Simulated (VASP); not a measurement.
Calculation: optB88-vdW, VASP's PBE PAW potentials (set 64) (plane waves; VASP 6.6.1).

Input for VASP

**POSCAR**
```
TiO2
1.0
  4.7139541328   0.0000000000   0.0000000000
  0.0000000000   4.7139541328   0.0000000000
  0.0000000000   0.0000000000   3.0256861982
Ti O
2 4
Cartesian
  0.0000000000   0.0000000000   0.0000000000
  2.3569770664   2.3569770664   1.5128430991
  1.4340215670   1.4340215670   0.0000000000
  3.7909986334   0.9229554994   1.5128430991
  0.9229554994   3.7909986334   1.5128430991
  3.2799325658   3.2799325658   0.0000000000
```

**INCAR**
```
SYSTEM = TiO2
PREC = Accurate
ENCUT = 520
EDIFF = 1E-7
NELM = 100
ALGO = Normal
LREAL = .FALSE.
LASPH = .TRUE.
ISMEAR = 0
SIGMA = 0.05
GGA = BO
PARAM1 = 0.1833333333
PARAM2 = 0.22
LUSE_VDW = .TRUE.
AGGAC = 0.0
LMAXMIX = 4
LWAVE = .FALSE.
LCHARG = .FALSE.
ISIF = 4
IBRION = 2
NSW = 30
EDIFFG = -0.01
```

**KPOINTS**
```
Regular mesh
0
G
5 5 8
0 0 0
```

POTCAR, in this order: Ti_sv O (PBE.64 set). Program: vasp_std.

The resulting files:

**OUTCAR**
```
 ion  position               nearest neighbor table
   1  0.000  0.000  0.000-   4 2.00   5 2.00   4 2.00   5 2.00   3 2.03   6 2.03
   2  0.500  0.500  0.500-   3 2.00   6 2.00   3 2.00   6 2.00   5 2.03   4 2.03
   3  0.304  0.304  0.000-   2 2.00   2 2.00   1 2.03
   4  0.804  0.196  0.500-   1 2.00   1 2.00   2 2.03
   5  0.196  0.804  0.500-   1 2.00   1 2.00   2 2.03
   6  0.696  0.696  0.000-   2 2.00   2 2.00   1 2.03
  LATTYP: Found a simple tetragonal cell.
 ALAT       =     4.7139541328
 C/A-ratio  =     0.6418573692
 Subroutine PRICEL returns:
 Original cell was already a primitive cell.
 Subroutine GETGRP returns: Found 16 space group operations
The static configuration has the point symmetry D_2h.
 The point group associated with its full space group is D_4h.
The dynamic configuration has the point symmetry D_2h.
 Subroutine INISYM returns: Found 16 space group operations
 Subroutine IBZKPT returns following result:
 Found     30 irreducible k-points:

 Following reciprocal coordinates:
            Coordinates               Weight
  0.000000  0.000000  0.000000      1.000000
  0.200000  0.000000  0.000000      4.000000
  0.400000  0.000000  0.000000      4.000000
  0.200000  0.200000  0.000000      4.000000
  0.400000  0.200000  0.000000      8.000000
  0.400000  0.400000  0.000000      4.000000
  0.000000  0.000000  0.125000      2.000000
  0.200000  0.000000  0.125000      8.000000
  0.400000  0.000000  0.125000      8.000000
  0.200000  0.200000  0.125000      8.000000
  0.400000  0.200000  0.125000     16.000000
  0.400000  0.400000  0.125000      8.000000
  0.000000  0.000000  0.250000      2.000000
  0.200000  0.000000  0.250000      8.000000
  0.400000  0.000000  0.250000      8.000000
  0.200000  0.200000  0.250000      8.000000
  0.400000  0.200000  0.250000     16.000000
  0.400000  0.400000  0.250000      8.000000
  0.000000  0.000000  0.375000      2.000000
  0.200000  0.000000  0.375000      8.000000
  0.400000  0.000000  0.375000      8.000000
  0.200000  0.200000  0.375000      8.000000
  0.400000  0.200000  0.375000     16.000000
  0.400000  0.400000  0.375000      8.000000
  0.000000  0.000000  0.500000      1.000000
  0.200000  0.000000  0.500000      4.000000
  0.400000  0.000000  0.500000      4.000000
  0.200000  0.200000  0.500000      4.000000
  0.400000  0.200000  0.500000      8.000000
  0.400000  0.400000  0.500000      4.000000
   k-points           NKPTS =     30   k-points in BZ     NKDIM =     30   number of bands    NBANDS=     28
   number of dos      NEDOS =    301   number of ions     NIONS =      6
   total plane-waves  NPLWV =  31104
   dimension x,y,z NGX =    36 NGY =   36 NGZ =   24
   dimension x,y,z NGXF=    72 NGYF=   72 NGZF=   48
   ions per type =               2   4
   PREC   = accura    normal or accurate (medium, high low for compatibility)
   ISTART =      0    job   : 0-new  1-cont  2-samecut
   ICHARG =      2    charge: 1-file 2-atom 10-const
   ISPIN  =      1    spin polarized calculation?
   LNONCOLLINEAR =      F non collinear calculations
   LSORBIT =      F    spin-orbit coupling
   INIWAV =      1    electr: 0-lowe 1-rand  2-diag
   ENCUT  =  520.0 eV  38.22 Ry    6.18 a.u.   8.76  8.76  5.63*2*pi/ulx,y,z
   NELM   =    100;   NELMIN=  2; NELMDL= -5     # of ELM steps
   EDIFF  = 0.1E-06   stopping-criterion for ELM
   LREAL  =      F    real-space projection
   NLSPLINE    = F    spline interpolate recip. space projectors
   LMAXMIX     =    4 max onsite mixed and CHGCAR
   VOSKOWN=      0    Vosko Wilk Nusair interpolation
   EDIFFG = -.1E-01   stopping-criterion for IOM
   NSW    =     30    number of steps for IOM
   NBLOCK =      1;   KBLOCK =     30    inner block; outer block
...
```

**OSZICAR**
```
       N       E                     dE             d eps       ncg     rms          rms(c)
DAV:   1     0.691643284489E+03    0.69164E+03   -0.24950E+04  1680   0.199E+03
DAV:   2     0.592999432789E+02   -0.63234E+03   -0.61239E+03  1876   0.576E+02
DAV:   3    -0.556485327879E+02   -0.11495E+03   -0.11301E+03  2560   0.216E+02
DAV:   4    -0.606298891257E+02   -0.49814E+01   -0.49769E+01  2324   0.481E+01
DAV:   5    -0.608409437960E+02   -0.21105E+00   -0.21101E+00  2404   0.777E+00    0.304E+01
DAV:   6    -0.430717978483E+02    0.17769E+02   -0.13765E+02  2056   0.102E+02    0.136E+01
DAV:   7    -0.423265953440E+02    0.74520E+00   -0.26721E+01  2084   0.391E+01    0.756E+00
DAV:   8    -0.419660865276E+02    0.36051E+00   -0.50191E+00  2072   0.190E+01    0.355E+00
DAV:   9    -0.418971311780E+02    0.68955E-01   -0.80851E-01  2244   0.732E+00    0.117E+00
DAV:  10    -0.419086797896E+02   -0.11549E-01   -0.81504E-02  2192   0.254E+00    0.192E-01
DAV:  11    -0.419083580682E+02    0.32172E-03   -0.30413E-03  2184   0.582E-01    0.881E-02
DAV:  12    -0.419083575318E+02    0.53639E-06   -0.48457E-04  2152   0.174E-01    0.292E-02
DAV:  13    -0.419083535138E+02    0.40180E-05   -0.79265E-05  2364   0.885E-02    0.689E-03
DAV:  14    -0.419083540454E+02   -0.53159E-06   -0.48494E-06  2380   0.151E-02    0.373E-03
DAV:  15    -0.419083539846E+02    0.60812E-07   -0.93777E-07  2280   0.693E-03
   1 F= -.41908354E+02 E0= -.41908354E+02  d E =-.419084E+02
       N       E                     dE             d eps       ncg     rms          rms(c)
DAV:   1    -0.419371920531E+02   -0.28838E-01   -0.54394E+00  1680   0.189E+01    0.109E+00
DAV:   2    -0.419324692710E+02    0.47228E-02   -0.16878E-01  1832   0.330E+00    0.700E-01
DAV:   3    -0.419249001594E+02    0.75691E-02   -0.25457E-02  2204   0.130E+00    0.332E-01
DAV:   4    -0.419229035542E+02    0.19966E-02   -0.98779E-03  2144   0.842E-01    0.680E-02
DAV:   5    -0.419229001010E+02    0.34533E-05   -0.93483E-04  1884   0.274E-01    0.353E-02
DAV:   6    -0.419228920138E+02    0.80871E-05   -0.99912E-05  2576   0.742E-02    0.157E-02
DAV:   7    -0.419228910416E+02    0.97219E-06   -0.31316E-05  2140   0.420E-02    0.591E-03
DAV:   8    -0.419228909956E+02    0.45991E-07   -0.45448E-06  2140   0.160E-02    0.227E-03
DAV:   9    -0.419228909393E+02    0.56337E-07   -0.21312E-07  1380   0.437E-03
   2 F= -.41922891E+02 E0= -.41922891E+02  d E =-.145370E-01
       N       E                     dE             d eps       ncg     rms          rms(c)
DAV:   1    -0.419266459626E+02   -0.37550E-02   -0.89586E-01  1684   0.768E+00    0.445E-01
DAV:   2    -0.419258153895E+02    0.83057E-03   -0.27339E-02  1848   0.134E+00    0.284E-01
DAV:   3    -0.419245420861E+02    0.12733E-02   -0.38835E-03  2168   0.517E-01    0.125E-01
DAV:   4    -0.419242737156E+02    0.26837E-03   -0.15170E-03  2176   0.328E-01    0.307E-02
DAV:   5    -0.419242689699E+02    0.47457E-05   -0.15480E-04  1976   0.113E-01    0.142E-02
DAV:   6    -0.419242678058E+02    0.11642E-05   -0.14607E-05  2556   0.287E-02    0.557E-03
DAV:   7    -0.419242678158E+02   -0.10016E-07   -0.37757E-06  1944   0.147E-02    0.217E-03
DAV:   8    -0.419242678337E+02   -0.17938E-07   -0.63812E-07  1768   0.612E-03
   3 F= -.41924268E+02 E0= -.41924268E+02  d E =-.159138E-01
```

File OUTCAR:
```
------------------------ aborting loop because EDIFF is reached ----------------------------------------
  FORCE on cell =-STRESS in cart. coord.  units (eV):
  Direction    XX          YY          ZZ          XY          YZ          ZX
  --------------------------------------------------------------------------------------
  Total       -4.4427662     -4.4427662     -4.4551637      0.0000000      0.0000000      0.0000000
  in kB     -105.8691569   -105.8691569   -106.1645839      0.0000000      0.0000000      0.0000000
  external PRESSURE =    -105.9676325 kB  Pullay stress =       0.0000000 kB
  volume of cell :       67.23
      direct lattice vectors                 reciprocal lattice vectors
     4.737048519  0.000000000  0.000000000     0.211101912 -0.000000000  0.000000000
     0.000000000  4.737048519  0.000000000    -0.000000000  0.211101912  0.000000000
     0.000000000  0.000000000  2.996256044     0.000000000  0.000000000  0.333749848
 POSITION                                       TOTAL-FORCE (eV/Angst)
 -----------------------------------------------------------------------------------
      0.00000      0.00000      0.00000        -0.000000      0.000000      0.000000
      2.36852      2.36852      1.49813        -0.000000      0.000000      0.000000
      1.45361      1.45361      0.00000        -0.000473     -0.000473      0.000000
      3.82214      0.91491      1.49813        -0.000473      0.000473     -0.000000
      0.91491      3.82214      1.49813         0.000473     -0.000473      0.000000
      3.28344      3.28344      0.00000         0.000473      0.000473     -0.000000
 -----------------------------------------------------------------------------------
    total drift:                                0.000000      0.000000      0.000000
  FREE ENERGIE OF THE ION-ELECTRON SYSTEM (eV)
  ---------------------------------------------------
  free  energy   TOTEN  =       -41.9242678337 eV

  energy  without entropy=      -41.9242678337  energy(sigma->0) =      -41.92426783

 reached required accuracy - stopping structural energy minimisation
```
(Selected blocks of OUTCAR.)

### CONTCAR
```
TiO2
   1.00000000000000
     4.7370485193531042    0.0000000000000000    0.0000000000000000
     0.0000000000000000    4.7370485193531042    0.0000000000000000
     0.0000000000000000    0.0000000000000000    2.9962560442477248
  Ti              O
     2     4
Direct
     0.0000000000000000    0.0000000000000000    0.0000000000000000
     0.5000000000000000    0.5000000000000000    0.5000000000000000
     0.3068600197486254    0.3068600197486254    0.0000000000000000
     0.8068600197486255    0.1931399802513745    0.5000000000000000
     0.1931399802513745    0.8068600197486255    0.5000000000000000
     0.6931399802513745    0.6931399802513745    0.0000000000000000
```

**OUTCAR**
```
 val. band max:        3.7635183005   @ k =   0.0000   0.0000   0.0000

 cond. band min:       5.5526262606   @ k =   0.0000   0.0000   0.0000


 Fermi energy:         4.1024375969

 k-point     1 :       0.0000    0.0000    0.0000
  band No.  band energies     occupation
      1     -53.1770      2.00000
      2     -53.1659      2.00000
      3     -29.5205      2.00000
      4     -29.5205      2.00000
      5     -29.4029      2.00000
      6     -29.4029      2.00000
      7     -29.3650      2.00000
      8     -29.3428      2.00000
      9     -13.9136      2.00000
     10     -12.8777      2.00000
     11     -12.2967      2.00000
     12     -12.2967      2.00000
     13      -1.5241      2.00000
     14      -1.0975      2.00000
     15      -0.5887      2.00000
     16       0.2808      2.00000
     17       0.2808      2.00000
     18       1.3946      2.00000
     19       1.3946      2.00000
     20       2.0377      2.00000
     21       3.1630      2.00000
     22       3.3918      2.00000
     23       3.3918      2.00000
     24       3.7635      2.00000
     25       5.5526      0.00000
     26       5.8481      0.00000
     27       6.0989      0.00000
     28       6.1285      0.00000

 k-point     2 :       0.2000    0.0000    0.0000
  band No.  band energies     occupation
      1     -53.1759      2.00000
      2     -53.1670      2.00000
      3     -29.5121      2.00000
      4     -29.5115      2.00000
      5     -29.4125      2.00000
      6     -29.4119      2.00000
      7     -29.3629      2.00000
      8     -29.3450      2.00000
      9     -13.7989      2.00000
     10     -12.9133      2.00000
     11     -12.3810      2.00000
     12     -12.3295      2.00000
     13      -1.3145      2.00000
     14      -0.9795      2.00000
     15      -0.3613      2.00000
     16       0.2918      2.00000
     17       0.2988      2.00000
     18       1.2135      2.00000
     19       1.3453      2.00000
     20       2.0699      2.00000
...
```

The compound is TiO2 in the rutile structure. This cell is one point of a volume scan, at 1.06 of the reference volume. Symmetry was kept, so distortions that lower it aren't found.
